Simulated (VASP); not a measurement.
Data:

```
CELL_PARAMETERS angstrom
      3.73365    -1.91014    -0.00176
      3.73365     1.91014    -0.00176
      2.75792     0.00000     3.15954
ATOMIC_POSITIONS crystal
  As 0.22707 0.22707 0.22707
  As 0.77293 0.77293 0.77293
```

Level of theory: PBE GGA, VASP's PBE PAW potentials (set 64) (plane waves; VASP 6.6.1). Settings: 500 eV cut-off, 12×12×12 Γ-centred mesh, first-order Methfessel-Paxton smearing of 0.10 eV, potentials As.

Q: Predict the energy per atom (σ→0), band gap (on the k-mesh) with the smallest direct gap where there is one.

A: 
| Property | Result |
|---|---|
| band gap (on the k-mesh) | none (metal, semimetal or under 0.01 eV) |
| energy per atom (σ→0) | -4.672 eV/atom |

The absolute energy has meaning only against runs of the same code, potentials and settings.

The compound is As in the a7 structure. It was relaxed first.
